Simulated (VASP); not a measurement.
# K2PdC2 (P-3m1) in VASP: single point with LDA

Aim: the single point of K2PdC2 with LDA.

All numbers are computed with VASP 6.6.1; they aren't measurements. Logs are shortened: lines on timing, memory, paths and dates and some standing lists are left out, and cuts for length are marked.

**1. The structure**

It takes space group P-3m1 (No. 164, trigonal). Conventional cell: a = 5.118 Å, b = 5.118 Å, c = 5.258 Å, α = 90.00°, β = 90.00°, γ = 120.00°. K (site symmetry 3m) is surrounded by 3 C at 3.00 Å and 3 Pd at 3.30 Å. Around Pd (site symmetry -3m) lie 2 C at 2.00 Å. C (site symmetry 3m) has 1 C at 1.26 Å as nearest neighbours.

The cell comes from a database or a generator and needn't be the stable form of this composition.

**2. Single point, LDA**

Input file INCAR:

```
PREC = Accurate
ENCUT = 520
EDIFF = 1E-7
ISMEAR = 0
SIGMA = 0.1
LREAL = False
LASPH = True
NELM = 80
ALGO = Normal
ISIF = 2
LWAVE = False
LCHARG = False
NBANDS = 26
```

Input file KPOINTS:

```
regular mesh
0
Gamma
  6 6 4
```

Input file POSCAR:

```
K2PdC2
1.0
    5.1181840614      0.0000000000      0.0000000000
   -2.5590920307      4.4324774185      0.0000000000
    0.0000000000      0.0000000000      5.2581371800
K Pd C
2 1 2
Direct
    0.6666666700      0.3333333300      0.7201982100
    0.3333333300      0.6666666700      0.2798017900
    0.0000000000      0.0000000000      0.0000000000
    0.0000000000      0.0000000000      0.6201967800
    0.0000000000      0.0000000000      0.3798032200
```

Potentials or basis: VASP PAW LDA potentials, release 64 (K_sv, Pd, C).

The run is started by

```bash
> cat potpaw_LDA.64/K_sv/POTCAR potpaw_LDA.64/Pd/POTCAR potpaw_LDA.64/C/POTCAR > POTCAR
> mpirun -np 1 vasp_std > vasp.out
```

OUTCAR:

```text
PREC = Accurate
   ENCUT = 520
   EDIFF = 1E-7
   ISMEAR = 0
   LREAL = False
   LASPH = True
   NELM = 80
   ISIF = 2

 ion  position               nearest neighbor table
   1  0.667  0.333  0.720-   3 3.30   3 3.30   3 3.30   2 3.75   2 3.75   2 3.75
   2  0.333  0.667  0.280-   3 3.30   3 3.30   3 3.30   1 3.75   1 3.75   1 3.75
   3  0.000  0.000  0.000-   4 2.00   5 2.00   1 3.30   2 3.30   1 3.30   2 3.30   1 3.30   2 3.30

   4  0.000  0.000  0.620-   5 1.26   3 2.00
   5  0.000  0.000  0.380-   4 1.26   3 2.00

  LATTYP: Found a hexagonal cell.
 ALAT       =     5.1181840614
 C/A-ratio  =     1.0273442918

  Lattice vectors:

 A1 = (   5.1181840614,   0.0000000000,   0.0000000000)
 A2 = (  -2.5590920307,   4.4324774185,   0.0000000000)
 A3 = (   0.0000000000,   0.0000000000,   5.2581371800)

Analysis of symmetry for initial positions (statically):
=====================================================================
 Subroutine PRICEL returns:
 Original cell was already a primitive cell.

 Routine SETGRP: Setting up the symmetry group for a
 hexagonal supercell.

 Subroutine GETGRP returns: Found 12 space group operations
 (whereof 12 operations were pure point group operations)
 out of a pool of 24 trial point group operations.

The static configuration has the point symmetry D_3d.

Analysis of symmetry for dynamics (positions and initial velocities):
=====================================================================
 Subroutine PRICEL returns:
 Original cell was already a primitive cell.

 Routine SETGRP: Setting up the symmetry group for a
 hexagonal supercell.

 Subroutine GETGRP returns: Found 12 space group operations
 (whereof 12 operations were pure point group operations)
 out of a pool of 24 trial point group operations.

The dynamic configuration has the point symmetry D_3d.

 Subroutine INISYM returns: Found 12 space group operations
 (whereof 12 operations are pure point group operations),
 and found     1 'primitive' translations

----------------------------------------------------------------------------------------

                                     Primitive cell

  volume of cell :     119.2873

  direct lattice vectors                    reciprocal lattice vectors
     5.118184061  0.000000000  0.000000000     0.195381797  0.112803733  0.000000000
    -2.559092031  4.432477419  0.000000000     0.000000000  0.225607466  0.000000000
     0.000000000  0.000000000  5.258137180     0.000000000  0.000000000  0.190181421

  length of vectors
     5.118184061  5.118184061  5.258137180     0.225607466  0.225607466  0.190181421

  position of ions in fractional coordinates (direct lattice)
     0.666666670  0.333333330  0.720198210
     0.333333330  0.666666670  0.279801790
     0.000000000  0.000000000  0.000000000
     0.000000000  0.000000000  0.620196780
     0.000000000  0.000000000  0.379803220

  ion indices of the primitive-cell ions
   primitive index   ion index
                 1           1
                 2           2
                 3           3
                 4           4
                 5           5

----------------------------------------------------------------------------------------

 KPOINTS: regular mesh

Automatic generation of k-mesh.
 Grid dimensions read from file:
 generate k-points for:    6    6    4

 Generating k-lattice:

  Cartesian coordinates                     Fractional coordinates (reciprocal lattice)
     0.032563633  0.018800622  0.000000000     0.166666667  0.000000000  0.000000000
     0.000000000  0.037601244  0.000000000     0.000000000  0.166666667  0.000000000
     0.000000000  0.000000000  0.047545355     0.000000000  0.000000000  0.250000000

  Length of vectors
     0.037601244  0.037601244  0.047545355

  Shift w.r.t. Gamma in fractional coordinates (k-lattice)
     0.000000000  0.000000000  0.000000000

 Subroutine IBZKPT returns following result:
 ===========================================

 Found     24 irreducible k-points:

 Following reciprocal coordinates:
            Coordinates               Weight
  0.000000  0.000000  0.000000      1.000000
  0.166667  0.000000  0.000000      6.000000
  0.333333  0.000000  0.000000      6.000000
  0.500000  0.000000  0.000000      3.000000
  0.166667  0.166667  0.000000      6.000000
  0.333333  0.166667  0.000000     12.000000
[... 16 lines left out ...]
  0.333333  0.166667  0.500000     12.000000
  0.333333  0.333333  0.500000      2.000000
   k-points           NKPTS =     24   k-points in BZ     NKDIM =     24   number of bands    NBANDS=     26
   number of dos      NEDOS =    301   number of ions     NIONS =      5
   total plane-waves  NPLWV =  64000
   dimension x,y,z NGX =    40 NGY =   40 NGZ =   40
   dimension x,y,z NGXF=    80 NGYF=   80 NGZF=   80
   ions per type =               2   1   2
   NGX,Y,Z   is equivalent  to a cutoff of  12.99, 12.99, 12.65 a.u.
   NGXF,Y,Z  is equivalent  to a cutoff of  25.99, 25.99, 25.29 a.u.
 SYSTEM =  unknown system
   PREC   = accura    normal or accurate (medium, high low for compatibility)
   ISTART =      0    job   : 0-new  1-cont  2-samecut
   ICHARG =      2    charge: 1-file 2-atom 10-const
   ISPIN  =      1    spin polarized calculation?
   LNONCOLLINEAR =      F non collinear calculations
   LSORBIT =      F    spin-orbit coupling
   LASPH  =      T    aspherical Exc in radial PAW
   ENCUT  =  520.0 eV  38.22 Ry    6.18 a.u.   9.52  9.52  9.78*2*pi/ulx,y,z
   NELM   =     80;   NELMIN=  2; NELMDL= -5     # of ELM steps
   EDIFF  = 0.1E-06   stopping-criterion for ELM
   LREAL  =      F    real-space projection
   EDIFFG = 0.1E-05   stopping-criterion for IOM
   NSW    =      0    number of steps for IOM
   IBRION =     -1    ionic relax: 0-MD 1-quasi-New 2-CG
   NFREE  =      0    steps in history (QN), initial steepest desc. (CG)
   ISIF   =      2    stress and relaxation
   ISYM   =      2    0-nonsym 1-usesym 2-fastsym
   POTIM  = 0.5000    time-step for ionic-motion
   TEBEG  =    0.0;   TEEND  =   0.0 temperature during run
   PSTRESS=    0.0 pullay stress
   NELECT =      36.0000    total number of electrons
   NUPDOWN=      -1.0000    fix difference up-down
   EMIN   =  10.00;   EMAX   =-10.00  energy-range for DOS
   EFERMI =   0.00;   METHOD = LEGACY
   ISMEAR =     0;   SIGMA  =   0.10  broadening in eV -4-tet -1-fermi 0-gaus
   EFERMI_NEDOS =   21; number of points for ismear=-14 and -15
   IALGO  =     38    algorithm
   IMIX   =      4    mixing-type and parameters
     AMIX     =   0.40;   BMIX     =  1.00
     AMIX_MAG =   1.60;   BMIX_MAG =  1.00
  volume/ion in A,a.u.               =      23.86       161.00
  Fermi-wavevector in a.u.,A,eV,Ry     =   1.098106  2.075119 16.406402  1.205837
  Thomas-Fermi vector in A             =   2.234478
   LORBIT       =      0    0 simple, 1 ext, 2 COOP (PROOUT), +10 PAW based schemes
   GGA     = CA    functional components
   LHFCALC =     F    Hartree Fock is set to
   AEXX    =    0.0000 exact exchange contribution
   IVDW    =     0    specifies the selected vdW correction
   LEPSILON=     F    determine dielectric tensor
   LRPA    =     F    only Hartree local field effects (RPA)
 non-spin polarized calculation
 Gauss-broadening in eV      SIGMA  =   0.10
  energy-cutoff  :      520.00
  volume of cell :      119.29
 maximum number of plane-waves:      3247
 NGX is ok and might be reduce to    40
   NGX = 19   NGY = 19   NGZ = 19

 number of electron      36.0000007 magnetization

 Free energy of the ion-electron system (eV)
  ---------------------------------------------------
  ext. energy  EPLUGINS =         0.00000000
  ---------------------------------------------------
  free energy    TOTEN  =       -28.74496480 eV

  energy without entropy =      -28.74496480  energy(sigma->0) =      -28.74496480

 E-fermi :   1.3339     XC(G=0):  -8.6298

 val. band max:        0.8334045746   @ k =   0.0000   0.0000   0.5000
 cond. band min:       2.1704597694   @ k =   0.5000   0.0000   0.5000
 fundamental gap:      1.3370551947
 Fermi energy:         1.3339407646

 k-point     1 :       0.0000    0.0000    0.0000
  band No.  band energies     occupation
      1     -28.7020      2.00000
      2     -28.6527      2.00000
      3     -12.6843      2.00000
      4     -12.4798      2.00000
      5     -12.4798      2.00000
      6     -12.3723      2.00000
[... 18 lines left out ...]
     25       6.9537      0.00000
     26       7.1807      0.00000

 k-point     2 :       0.1667    0.0000    0.0000
  band No.  band energies     occupation
      1     -28.6987      2.00000
      2     -28.6554      2.00000
      3     -12.6964      2.00000
      4     -12.5081      2.00000
      5     -12.4917      2.00000
      6     -12.4141      2.00000
[... 18 lines left out ...]
     25       6.8765      0.00000
     26       7.3152      0.00000

 k-point     3 :       0.3333    0.0000    0.0000
  band No.  band energies     occupation
      1     -28.6905      2.00000
      2     -28.6623      2.00000
      3     -12.7772      2.00000
      4     -12.5474      2.00000
      5     -12.5125      2.00000
      6     -12.4247      2.00000
[... 18 lines left out ...]
     25       6.9317      0.00000
     26       7.6014      0.00000

 k-point     4 :       0.5000    0.0000    0.0000
  band No.  band energies     occupation
      1     -28.6841      2.00000
      2     -28.6681      2.00000
      3     -12.8314      2.00000
      4     -12.5401      2.00000
      5     -12.5218      2.00000
      6     -12.4336      2.00000
[... 18 lines left out ...]
     25       7.0239      0.00000
     26       7.4329      0.00000
[... 496 lines left out ...]
      1     -28.6854      2.00000
      2     -28.6672      2.00000
      3     -12.7361      2.00000
      4     -12.5720      2.00000
      5     -12.4968      2.00000
      6     -12.3833      2.00000
[... 18 lines left out ...]
     25       6.8580      0.00000
     26       7.1517      0.00000

 k-point    23 :       0.3333    0.1667    0.5000
  band No.  band energies     occupation
      1     -28.6804      2.00000
      2     -28.6712      2.00000
      3     -12.7807      2.00000
      4     -12.5965      2.00000
      5     -12.5453      2.00000
      6     -12.3837      2.00000
[... 18 lines left out ...]
     25       6.7160      0.00000
     26       7.1047      0.00000

 k-point    24 :       0.3333    0.3333    0.5000
  band No.  band energies     occupation
      1     -28.6757      2.00000
      2     -28.6757      2.00000
      3     -12.7744      2.00000
      4     -12.5991      2.00000
      5     -12.5991      2.00000
      6     -12.3958      2.00000
[... 18 lines left out ...]
     25       6.4605      0.00000
     26       6.8584      0.00000

------------------------ aborting loop because EDIFF is reached ----------------------------------------

  FORCE on cell =-STRESS in cart. coord.  units (eV):
  Direction    XX          YY          ZZ          XY          YZ          ZX
  --------------------------------------------------------------------------------------
  -------------------------------------------------------------------------------------
  Total       -1.4039403     -1.4039403     -2.6210675      0.0000000      0.0000000     -0.0000000
  in kB      -18.8566652    -18.8566652    -35.2041965      0.0000000      0.0000000     -0.0000000
  external PRESSURE =     -24.3058423 kB  Pullay stress =       0.0000000 kB

 VOLUME and BASIS-vectors are now :
 -----------------------------------------------------------------------------
  energy-cutoff  :      520.00
  volume of cell :      119.29
      direct lattice vectors                 reciprocal lattice vectors
     5.118184061  0.000000000  0.000000000     0.195381797  0.112803733  0.000000000
    -2.559092031  4.432477419  0.000000000     0.000000000  0.225607466  0.000000000
     0.000000000  0.000000000  5.258137180     0.000000000  0.000000000  0.190181421

 POSITION                                       TOTAL-FORCE (eV/Angst)
 -----------------------------------------------------------------------------------
      2.55909      1.47749      3.78690         0.000000     -0.000000      0.034449
     -0.00000      2.95498      1.47124        -0.000000      0.000000     -0.034449
      0.00000      0.00000      0.00000        -0.000000      0.000000      0.000000
      0.00000      0.00000      3.26108        -0.000000      0.000000      0.314314
      0.00000      0.00000      1.99706        -0.000000     -0.000000     -0.314314
 -----------------------------------------------------------------------------------
    total drift:                                0.000000     -0.000000      0.000000

  FREE ENERGIE OF THE ION-ELECTRON SYSTEM (eV)
  ---------------------------------------------------
  free  energy   TOTEN  =       -28.7449648011 eV

  energy  without entropy=      -28.7449648011  energy(sigma->0) =      -28.74496480
```

It took 70 s on 1 thread of Intel Xeon Platinum 8375C at 2.90GHz (Ice Lake), shared host; peak memory 0.24 GiB.

What came out:

| Item | Value |
| --- | --- |
| Free energy | -28.7450 eV |
| Pressure | -2.4 GPa |
| Largest force | 0.314 eV/Å |
| Band gap on the k mesh | 1.34 eV, indirect (least direct gap 1.37 eV) |

Forces in eV/Å, atoms in the order of the input:
```
K    0.000  0.000  0.034
K    0.000  0.000 -0.034
Pd   0.000  0.000  0.000
C    0.000  0.000  0.314
C    0.000  0.000 -0.314
```

Stress tensor (GPa, compression positive):
```
-1.89  0.00  0.00
 0.00 -1.89  0.00
 0.00  0.00 -3.52
```

A k mesh can miss the band edges. A hybrid or GW would open this gap; LDA tends to underestimate it.
